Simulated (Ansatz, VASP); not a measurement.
# SiNi in two plane-wave programs, part 3 of 3

Aim: how closely do two programs agree when they are given the same cell, functional and k mesh? The cell is taken from a series of runs on this material, whose earlier steps may have relaxed, scaled, displaced or heated it; both programs get it as it stands.

VASP 6.6.1 and Ansatz 0.2.0.

So far: Starting point; VASP: zone-centre phonons, PBE.

## (3) Ansatz: zone-centre phonons, PBE

Level of this step: Ansatz beside VASP: Kohn-Sham DFT, plane waves, PBE (Ansatz).

Ansatz runs on its PAW soft_1 files.

The same cell, functional, mesh and smearing now go to Ansatz, which takes its cutoff from its data sets.

The input, input.yaml:

```yaml
crystal:
  lattice:
    - [5.2042518778, 0.0, 0.0]
    - [0.0, 3.3368927217, 0.0]
    - [0.0, 0.0, 5.629833266]
  atoms:
    - { symbol: Si, position: [0.3204822934, 0.75, 0.0820574713] }
    - { symbol: Si, position: [0.1795177066, 0.25, 0.5820574713] }
    - { symbol: Si, position: [0.8204822934, 0.75, 0.4179425287] }
    - { symbol: Si, position: [0.6795177066, 0.25, 0.9179425287] }
    - { symbol: Ni, position: [0.0077509071, 0.25, 0.188254958] }
    - { symbol: Ni, position: [0.4922490929, 0.75, 0.688254958] }
    - { symbol: Ni, position: [0.5077509071, 0.25, 0.311745042] }
    - { symbol: Ni, position: [0.9922490929, 0.75, 0.811745042] }
kpoints:
  mp_grid: { grid: [4, 6, 4] }
hamiltonian:
  xc: pbe
  pseudopotentials: { kind: paw, azcp: { folder: soft_1 } }
scf:
  occupations: { method: methfessel_paxton, width: 0.2 }
output:
  eigenvalues: true
phonons:
  method: dfpt
  qmesh: [2, 2, 2]
  temperatures: { t_max: 1000, t_step: 50 }
  qpath:
    path:
      - [[0.0, 0.0, 0.0], [0.5, 0.0, 0.0], [0.5, 0.5, 0.0], [0.0, 0.5, 0.0], [0.0, 0.0, 0.0], [0.0, 0.0, 0.5], [0.5, 0.0, 0.5], [0.5, 0.5, 0.5], [0.0, 0.5, 0.5], [0.0, 0.0, 0.5]]
      - [[0.5, 0.0, 0.0], [0.5, 0.0, 0.5]]
    npoints: 6
  electrical_resistivity:
    mesh: [8, 12, 8]
    temperatures: [20.0, 50.0, 80.0, 100.0, 150.0, 200.0, 273.0, 300.0, 400.0, 500.0, 600.0, 800.0]
  superconductivity: { mesh: [8, 12, 8] }
```

Launch:

```sh
$ ansatz run input.yaml --threads 16 --pin off --max-ram 92160MiB --backend cuda --events-out ev --progress --plain --runs-dir out --max-vram 78GiB
```

Numbers of over 12 decimals in the logs are rounded to 6 here.

Log:

```text
Warning: phonons: the dynamical matrix that this run interpolates holds no multipole term above the dipole-dipole one, and a site of this crystal is no centre of inversion, so its interpolated transverse optical and acoustic branches and sound speeds can stay off near Gamma, and the density of states and the thermodynamics with them. What a run solves at a wave vector of phonons.qpoints, Gamma apart, where the deck admits one, is free of this, and under fd what a larger phonons.supercell samples
Engine: ansatz 0.2.0, aarch64-unknown-linux-gnu
Pseudopotentials: kind: paw
Pseudopotential: Si, paw, valence charge 4, recommended cutoff 420 eV (normal), soft_1/Si.paw.azcp
Pseudopotential: Ni, paw, valence charge 18, recommended cutoff 420 eV (normal), soft_1/Ni.paw.azcp
Functional definition: PBE
  parameter kappa = 0.804
  parameter beta = 0.066725
  exchange = pbe_x(kappa = kappa, mu = beta*pi^2/3)
  correlation = pbe_c(beta = beta)
concurrent solve slots: 12 of 16 are kept, ahead of what memory takes: no pass of the eigensolver takes more rounds on 12
[...]
Crystal: 8 atoms, lattice volume = 97.768 Å³
Basis set: ecut = 420 eV, 1905 PW (Γ), exchange–correlation on 72×48×80 points (8 copies of the dense FFT grid, shifted against one another)
Bands: 53, of which v1, the nominal top of the filled ones, is band 44 counted from 1 (43 counted from 0)
Symmetry: 8 space group operations
k-points: 36 of 96
Non-local potential: Si, projectors of the file, l = 0: 2, l = 1: 2, l = 2: 1
Non-local potential: Ni, projectors of the file, l = 0: 3, l = 1: 2, l = 2: 3, l = 3: 1
PAW form: soft (Blöchl's): semilocal exchange-correlation on the pseudo side does not see the compensation charge
PAW one-centre angular grid: Si, 110 points (default); XC on 64 Gauss nodes
PAW one-centre angular grid: Ni, 590 points (default); XC on 64 Gauss nodes
Initial density: superposition of atomic densities (chi_scale 0.1, normalization cell, long waves kept (reshape's long-wave potential 0.00 eV rms))
Initial wavefunctions: pseudopotential atomic-orbital guess
[...]
Functional: x = pbe(κ = 0.804, μ = 0.219515), c = pbe(β = 0.066725)
SCF iter   1: F=—  HF=-25908.029971 eV  |F-HF|=—  |Δ(HF+E_count)|=         —  Δρ=9.64e-2  dr2=9.58e0  ethr=3.10e-3  ⟨swp⟩=7.2  Hψ=7431  notcnv=0
preconditioner: auto → Resta (q_TF=auto, 2.681 Å⁻¹)  ε∞=15.2  [insulator: Δε(μ)=0.144 eV  Ē_g=7.451 eV  σ=0.200 eV  W_gap=0.51  n_scr=38 (ndim 8)  ℏωp=28.1 eV  f_vac=0.000  D(μ)=0.89/eV (n_scr^D=4)  ε∞_Penn≈15.2]
SCF iter   2: F=—  HF=-25906.768354 eV  |F-HF|=—  |Δ(HF+E_count)|=    1.26e0  S|Δr|=    0.00e0  Δρ=3.39e-2  dr2=1.84e0  ethr=3.10e-3  ⟨swp⟩=2.2  Hψ=2933  notcnv=0  defer=92
preconditioner: auto → Kerker (q_TF=auto, 2.681 Å⁻¹)  [metal: Δε(μ)=0.025 eV  Ē_g=7.204 eV  σ=0.200 eV  W_gap=0.11  n_scr=38 (ndim 8)  ℏωp=28.1 eV  f_vac=0.000  D(μ)=1.36/eV (n_scr^D=4)]
SCF iter   3: F=—  HF=-25906.290409 eV  |F-HF|=—  |Δ(HF+E_count)|=   4.78e-1  S|Δr|=    0.00e0  Δρ=1.75e-2  dr2=4.23e-1  ethr=2.09e-3  ⟨swp⟩=2.8  Hψ=2833  notcnv=0  defer=92
[...]
SCF iter  12: F=-25906.213489 eV  HF=-25906.213489 eV  |F-HF|=3.64e-12  |Δ(HF+E_count)|=  1.09e-11  S|Δr|=    0.00e0  Δρ=7.20e-8  dr2=4.82e-12  ethr=1.00e-12  ⟨swp⟩=11.0  Hψ=10506  notcnv=0
SCF 1 converged in 12 iterations: F = -25906.213489 eV  dr2 = 4.82e-12
  greatest PAW one-centre occupation: 1.000 electrons in one spin orbital (limit 2), on the Ni atom at site 6 (counted from 0), in its partial waves of l = 1
concurrent solve slots: 12 of 16 are kept, ahead of what memory takes: no pass of the eigensolver takes more rounds on 12
[...]
iter 1 solved again at ethr=9.74e-7 eV; its pass at ethr=3.10e-3 eV (dr2=8.57e-4 eV) is discarded
SCF iter   1: F=—  HF=-25906.211134 eV  |F-HF|=—  |Δ(HF+E_count)|=         —  Δρ=1.36e-6  dr2=2.15e-9  ethr=9.74e-7  ⟨swp⟩=2.9  Hψ=11689  notcnv=0
eigensolver tolerance schedule: the retry pair's looser diagonalisation over-reported the residual by 398052.36 of it (diagonalisation noise at an unbounded share of the residual, at the tolerance the schedule requests for it); recorded, not acted on — ethr = c·dr2/N_el stays at c = 1.0e-1
[...]
SCF 2 converged in 7 iterations: F = -25906.213489 eV  dr2 = 3.57e-12
[...]
SCF 3 converged in 12 iterations: F = -25906.213489 eV  dr2 = 4.89e-12
[...]
SCF converged after 12 iterations
[...]
mean free path at 80 K (of a tensor a third of its trace): 175 nm by what each carries, 141 by the Fermi surface alone
  Hall coefficient in a weak field at 80 K (a third of the trace): -1.409e-10 m³/C (as a tensor it moves by 3.9 % between the two finest meshes); by each state's relaxation time: -1.311e-10 m³/C; by a constant relaxation time: -3.970e-11 m³/C
  mean free path at 100 K (of a tensor a third of its trace): 93.2 nm by what each carries, 79.1 by the Fermi surface alone
  Hall coefficient in a weak field at 100 K (a third of the trace): -1.261e-10 m³/C (as a tensor it moves by 4.4 % between the two finest meshes); by each state's relaxation time: -1.180e-10 m³/C; by a constant relaxation time: -3.991e-11 m³/C
  mean free path at 150 K (of a tensor a third of its trace): 38.6 nm by what each carries, 35.3 by the Fermi surface alone
  Hall coefficient in a weak field at 150 K (a third of the trace): -1.071e-10 m³/C (as a tensor it moves by 5.1 % between the two finest meshes); by each state's relaxation time: -1.015e-10 m³/C; by a constant relaxation time: -4.044e-11 m³/C
  mean free path at 200 K (of a tensor a third of its trace): 24.1 nm by what each carries, 22.6 by the Fermi surface alone
  Hall coefficient in a weak field at 200 K (a third of the trace): -1.003e-10 m³/C (as a tensor it moves by 5.1 % between the two finest meshes); by each state's relaxation time: -9.473e-11 m³/C; by a constant relaxation time: -4.077e-11 m³/C
  mean free path at 273 K (of a tensor a third of its trace): 15.8 nm by what each carries, 15.0 by the Fermi surface alone
  Hall coefficient in a weak field at 273 K (a third of the trace): -9.662e-11 m³/C (as a tensor it moves by 5.0 % between the two finest meshes); by each state's relaxation time: -9.066e-11 m³/C; by a constant relaxation time: -4.092e-11 m³/C
  mean free path at 300 K (of a tensor a third of its trace): 14.0 nm by what each carries, 13.3 by the Fermi surface alone
  Hall coefficient in a weak field at 300 K (a third of the trace): -9.591e-11 m³/C (as a tensor it moves by 5.0 % between the two finest meshes); by each state's relaxation time: -8.986e-11 m³/C; by a constant relaxation time: -4.091e-11 m³/C
  mean free path at 400 K (of a tensor a third of its trace): 10.0 nm by what each carries, 9.56 by the Fermi surface alone
  Hall coefficient in a weak field at 400 K (a third of the trace): -9.434e-11 m³/C (as a tensor it moves by 5.3 % between the two finest meshes); by each state's relaxation time: -8.811e-11 m³/C; by a constant relaxation time: -4.068e-11 m³/C
  mean free path at 500 K (of a tensor a third of its trace): 7.82 nm by what each carries, 7.48 by the Fermi surface alone
  Hall coefficient in a weak field at 500 K (a third of the trace): -9.341e-11 m³/C (as a tensor it moves by 5.6 % between the two finest meshes); by each state's relaxation time: -8.711e-11 m³/C; by a constant relaxation time: -4.027e-11 m³/C
  mean free path at 600 K (of a tensor a third of its trace): 6.42 nm by what each carries, 6.15 by the Fermi surface alone
  Hall coefficient in a weak field at 600 K (a third of the trace): -9.270e-11 m³/C (as a tensor it moves by 6.0 % between the two finest meshes); by each state's relaxation time: -8.637e-11 m³/C; by a constant relaxation time: -3.974e-11 m³/C
  mean free path at 800 K (of a tensor a third of its trace): 4.72 nm by what each carries, 4.54 by the Fermi surface alone
  Hall coefficient in a weak field at 800 K (a third of the trace): -9.144e-11 m³/C (as a tensor it moves by 6.6 % between the two finest meshes); by each state's relaxation time: -8.510e-11 m³/C; by a constant relaxation time: -3.842e-11 m³/C
  the resistivity times a path that all electrons share, by the Fermi surface of the deck's mesh alone (a third of the trace): 1.288e-15 Ω·m²
  not converged in the mesh (λ; λ_tr; the resistivity at 20 K by 30.62 %; the resistivity at 50 K by 19.42 %; the resistivity at 80 K by 17.47 %; the resistivity at 100 K by 16.72 %; the resistivity at 150 K by 16.43 %; the resistivity at 200 K by 16.69 %; the resistivity at 273 K by 16.98 %; the resistivity at 300 K by 17.08 %; the resistivity at 400 K by 17.39 %; the resistivity at 500 K by 17.72 %; the resistivity [...]
  vibrations of 8 cells: unjudged by the run; compare a larger repeat
  the changes of the potential over all sites missed a rigid shift's by 0.00 % (the site terms' by 0.00 %)
  between the force constants' wavevectors the phonons are obtained by Fourier interpolation alone: along a vector of fewer than three repeats the shortest translation of the supercell is 6.674 Å, and under 7.500 Å the phonon self-energy is left out by default: enlarge phonons.supercell (under dfpt, phonons.qmesh)
[the section on superconductivity is kept apart]
```

Reading the cycles: dr2 is the Hartree energy of the density residual (eV), the measure of convergence; HF is the Harris–Foulkes estimate of the energy, which meets the free energy F at convergence.

## (4) Comparison

Known differences besides the potentials themselves: VASP's run holds the zone centre alone; the data sets hold 88 valence electrons in Ansatz (on its PAW soft_1 files) and 56 in VASP; the cutoff is 420 eV in Ansatz and 600 eV in VASP. Total energies have different zeros and are not compared.

Both answers:

| quantity | Ansatz | VASP | difference |
| --- | --- | --- | --- |
| optical mode 1 (cm⁻¹) | 154.1 | 152.7 | +0.95 % |
| optical mode 2 (cm⁻¹) | 164.1 | 164.9 | -0.46 % |
| optical mode 3 (cm⁻¹) | 185.8 | 185.2 | +0.32 % |
| optical mode 4 (cm⁻¹) | 196.6 | 196.0 | +0.27 % |
| optical mode 5 (cm⁻¹) | 196.8 | 196.9 | -0.08 % |
| optical mode 6 (cm⁻¹) | 212.8 | 212.5 | +0.19 % |
| optical mode 7 (cm⁻¹) | 217.4 | 215.7 | +0.77 % |
| optical mode 8 (cm⁻¹) | 218.3 | 216.6 | +0.78 % |
| optical mode 9 (cm⁻¹) | 254.4 | 253.0 | +0.53 % |
| optical mode 10 (cm⁻¹) | 274.7 | 275.2 | -0.19 % |
| optical mode 11 (cm⁻¹) | 288.5 | 288.7 | -0.06 % |
| optical mode 12 (cm⁻¹) | 290.1 | 290.0 | +0.05 % |
| optical mode 13 (cm⁻¹) | 293.2 | 294.2 | -0.34 % |
| optical mode 14 (cm⁻¹) | 315.0 | 315.3 | -0.11 % |
| optical mode 15 (cm⁻¹) | 317.0 | 317.8 | -0.24 % |
| optical mode 16 (cm⁻¹) | 330.0 | 331.4 | -0.43 % |
| optical mode 17 (cm⁻¹) | 333.5 | 335.7 | -0.64 % |
| optical mode 18 (cm⁻¹) | 360.3 | 361.1 | -0.21 % |
| optical mode 19 (cm⁻¹) | 379.0 | 379.9 | -0.23 % |
| optical mode 20 (cm⁻¹) | 381.3 | 381.4 | -0.02 % |
| optical mode 21 (cm⁻¹) | 399.1 | 400.0 | -0.21 % |

Modes are paired by rising frequency, not by their patterns, so a pair may set unlike modes beside each other; they are those without the splitting of longitudinal modes.

## (5) Summary of results

```yaml
r_m_s_difference_of_the_optical_zone_centre_modes_each_program_s_sorted_by_frequency_zone_centre_phonons_pbe: 1.0 cm⁻¹
difference_in_optical_mode_1_zone_centre_phonons_pbe: +0.9 %
```

What this shows: The r.m.s. difference of the optical zone-centre modes, each program's sorted by frequency is 1.0 cm⁻¹ (zone-centre phonons, PBE). The data sets hold unlike numbers of valence electrons (88 in Ansatz and 56 in VASP), so part of the differences comes from the potentials. Among the rows given in per cent, the largest difference of the zone-centre phonons, PBE pair is in optical mode 1, +0.9 %. Such differences can come from data sets, numerical settings and the points named under the comparisons, not from the functional's error against experiment.

[Lines on the potential files, build, host, timing and source positions are cut from VASP's logs without a mark.]

[Logs are printed without paths, hosts, clocks, repeated set-up lines and the standing remarks that a program may print on its own settings, such as how far it seeks lower states.]

[Hosts, paths, dates, database ids (printed as entryN), source tags and the programs' standing remarks are cut or masked in the printed files.]
